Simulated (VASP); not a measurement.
Here is the system:

```
CELL_PARAMETERS angstrom
      4.29338     0.00000     0.00000
      0.00000     4.29338     0.00000
      0.00000     0.00000     4.29338
ATOMIC_POSITIONS crystal
  Fe 0.85976 0.64024 0.35976
  Fe 0.35976 0.85976 0.64024
  Fe 0.14024 0.14024 0.14024
  Fe 0.64024 0.35976 0.85976
  Si 0.15746 0.34254 0.65746
  Si 0.65746 0.15746 0.34254
  Si 0.84254 0.84254 0.84254
  Si 0.34254 0.65746 0.15746
```

Calculation: PBE GGA, VASP's PBE PAW potentials (set 64) (plane waves; VASP 6.6.1). Numerical set-up: 500 eV cut-off, 5×5×5 Γ-centred mesh, Gaussian smearing of 0.050 eV, potentials Fe Si.

Energy and stress use the plane-wave basis of the starting cell.

**Question.** The ions, cell shape and volume at an external pressure of 45.0 GPa are relaxed. What does this cell relax into?

**Answer.** 
```
CELL_PARAMETERS angstrom
      4.23669     0.00000     0.00000
      0.00000     4.23669     0.00000
      0.00000     0.00000     4.23669
ATOMIC_POSITIONS crystal
  Fe 0.85869 0.64131 0.35869
  Fe 0.35869 0.85869 0.64131
  Fe 0.14131 0.14131 0.14131
  Fe 0.64131 0.35869 0.85869
  Si 0.15697 0.34303 0.65697
  Si 0.65697 0.15697 0.34303
  Si 0.84303 0.84303 0.84303
  Si 0.34303 0.65697 0.15697
```
Space group P2_13 (198), at a tolerance of 0.03 Å.

**Question.** How do energy and volume change from the first to the last step?

**Answer.** The energy (σ→0) changes by +90.2 meV/atom and the volume by -3.9 %, in 7 ionic steps.

The compound is FeSi in the B20 structure. This run relaxes it under an external pressure of 45 GPa. Symmetry was kept, so distortions that lower it aren't found. The run is not spin-polarised, so no magnetic state was tried.
